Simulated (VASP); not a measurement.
Wanted: the native input for a VASP 6.6.1 run.

| Quantity | Value |
| --- | --- |
| Task | relaxation of cell and atoms |
| Functional | PBEsol |
| Potentials or basis | VASP PAW PBE potentials, release 64 (Cd, Mg, O) |
| Cutoff | 600 eV |
| k mesh | 8 × 8 × 2 |
| Occupations | fermi-dirac, width 0.05 eV |
| Spin | no spin polarisation |
| Further INCAR settings | ALGO = Normal; EDIFF = 1e-06; IBRION = 2; EDIFFG = -0.02; NSW = 40; ISIF = 3 |

The structure of Mg2CdO3 lies in POSCAR:

```
Mg2CdO3
1.0
    3.0917065496      0.0000000000      0.0000000000
    0.0000000000      3.0917065496      0.0000000000
    0.0000000000      0.0000000000     13.0400000000
Cd Mg O
2 4 6
Direct
    0.0000000000      0.0000000000      0.0000000000
    0.5000000000      0.5000000000      0.1809816000
    0.0000000000      0.0000000000      0.3512269900
    0.5000000000      0.5000000000      0.5107362000
    0.0000000000      0.0000000000      0.6702454000
    0.5000000000      0.5000000000      0.8297546000
    0.5000000000      0.5000000000      0.0000000000
    0.0000000000      0.0000000000      0.1809816000
    0.5000000000      0.5000000000      0.3512269900
    0.0000000000      0.0000000000      0.5107362000
    0.5000000000      0.5000000000      0.6702454000
    0.0000000000      0.0000000000      0.8297546000
```

The cell comes from a database or a generator and needn't be the stable form of this composition.

The input as run:

INCAR

```
SYSTEM = Mg2CdO3
  PREC = Accurate
  ENCUT = 600
  EDIFF = 1E-6
  ISMEAR = -1
  SIGMA = 0.05
  LREAL = .False.
  LASPH = .True.
  NELM = 80
  ALGO = Normal
  ISIF = 3
  LWAVE = .False.
  LCHARG = .False.
  GGA = PS
  IBRION = 2
  NSW = 40
  EDIFFG = -0.02
  KPAR = 8
```

KPOINTS

```
regular mesh
0
Gamma
  8 8 2
  0 0 0
```

Potentials or basis: VASP PAW PBE potentials, release 64 (Cd, Mg, O).

Command:

```console
$ cat potpaw_PBE.64/Cd/POTCAR potpaw_PBE.64/Mg/POTCAR potpaw_PBE.64/O/POTCAR > POTCAR
$ mpirun -np 8 vasp_std > vasp.out
```

It gave:

The relaxed volume is 10.81 Å³/atom. The relaxed cell is a = 3.132 Å, b = 3.132 Å, c = 13.221 Å, α = 90.00°, β = 90.00°, γ = 90.00°. The space group after relaxing (to 0.05 Å) is P4/nmm (No. 129), the energy gained by relaxing is 26.6 meV/atom and the ionic steps are 12. The pressure after relaxing is 0.0 GPa and the largest force after relaxing is 0.014 eV/Å. The band gap on the k mesh is 0.87 eV, indirect (least direct gap 1.67 eV).

Caveat: the PAW data sets were made with another functional, which shifts forces and pressure a little.

Wall time 5.9 min on 8 MPI ranks on AMD EPYC 7R13 Processor (Zen 3), with other jobs on the host, peak memory 0.43 GiB a rank.
